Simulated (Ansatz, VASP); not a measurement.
**One calculation of La2SnO, two programs**

```
CELL_PARAMETERS angstrom
5.07121 0.00000 0.00000
-2.53561 4.39180 0.00000
0.00000 0.00000 4.50706
ATOMIC_POSITIONS crystal
La 0.33333 0.66667 0.50000
La 0.66667 0.33333 0.50000
Sn 0.00000 0.00000 0.00000
O 0.00000 0.00000 0.50000
```

Alike in both runs: functional PBE; k mesh 6 × 6 × 4; occupations gaussian, width 0.1 eV; no spin polarisation.

Ansatz relaxed the structure, and its values are those at the end. VASP's run is a single point on that final structure, the one shown.

|  | VASP | Ansatz |
| --- | --- | --- |
| version | VASP 6.6.1 | Ansatz 0.2.0 |
| potentials or method | VASP PAW PBE potentials, release 64 (La, Sn_d, O) | scalar-relativistic, plane waves, PAW |
| plane-wave cutoff (eV) | 520 | 420 |
| valence electrons in the cell | 42 | 42 |

|  | VASP | Ansatz | Ansatz less VASP |
| --- | --- | --- | --- |
| gap on the k mesh at the Fermi level (eV) | none | none | - |
| pressure (GPa) | -0.1 | -0.1 | +0.05 |

A gap of «none» marks a metal or a gap that the smearing closes.

Spin-orbit coupling is left out, which matters for the levels of La.
